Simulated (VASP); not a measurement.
Set up this calculation in VASP 6.6.1, as the native input.

| Quantity | Value |
| --- | --- |
| Task | single point |
| Functional | LDA |
| Potentials or basis | VASP PAW LDA potentials, release 64 (Hf_pv, N, O) |
| Cutoff | 520 eV |
| k mesh | 6 × 6 × 1 |
| Occupations | gaussian, width 0.1 eV |
| Spin | no spin polarisation |
| Dipole correction | yes |
| Further INCAR settings | ALGO = Fast; EDIFF = 1e-07; NBANDS = 26 |

The structure of Hf2N2O lies in POSCAR:

```
Hf2N2O
1.0
    3.4716425656      0.0000000000      0.0000000000
    1.7358212828      3.0065306547      0.0000000000
    0.0000000000      0.0000000000     18.5432303563
Hf N O
2 2 1
Direct
    0.0000000000      0.0000000000      0.3559250397
    0.6666666667      0.6666666667      0.5087886039
    0.6666666667      0.6666666667      0.3941409307
    0.3333333333      0.3333333333      0.5470044950
    0.9102639366      0.1794721268      0.5762117900
```

One way to write it, as run:

INCAR

```
SYSTEM = Hf2N2O
PREC     = Accurate       ! precision mode
ENCUT    = 520            ! plane-wave cutoff, eV
EDIFF    = 1E-7           ! SCF threshold, eV
ISMEAR   = 0              ! smearing method
SIGMA    = 0.1            ! smearing width, eV
LREAL    = .FALSE.        ! projectors in reciprocal space
LASPH    = .TRUE.         ! aspherical terms in the spheres
NELM     = 60             ! most SCF steps
ALGO     = Fast           ! electronic algorithm
ISIF     = 2              ! what is computed and relaxed
LWAVE    = .FALSE.        ! write WAVECAR
LCHARG   = .FALSE.        ! write CHGCAR
LDIPOL   = .TRUE.       
IDIPOL   = 3            
DIPOL    = 0.5 0.5 0.476
GGA      = CA             ! functional
NBANDS   = 26             ! bands
```

KPOINTS

```
Automatic mesh
0
G
  6 6 1
  0 0 0
```

Potentials or basis: VASP PAW LDA potentials, release 64 (Hf_pv, N, O).

Run with:

```bash
$ cat potpaw_LDA.64/Hf_pv/POTCAR potpaw_LDA.64/N/POTCAR potpaw_LDA.64/O/POTCAR > POTCAR
$ mpirun -np 1 vasp_std > vasp.out
```

It gave:

```json
{
  "Largest force": "2.674 eV/Å",
  "Band gap on the k mesh": "0.26 eV, indirect (least direct gap 0.49 eV)"
}
```

Caveat: spin-orbit coupling is left out, which moves the levels of the heavy elements.

It took 4.1 min on 1 thread of Intel(R) Xeon(R) Platinum 8559C (Emerald Rapids) (shared host), peak memory 0.29 GiB.
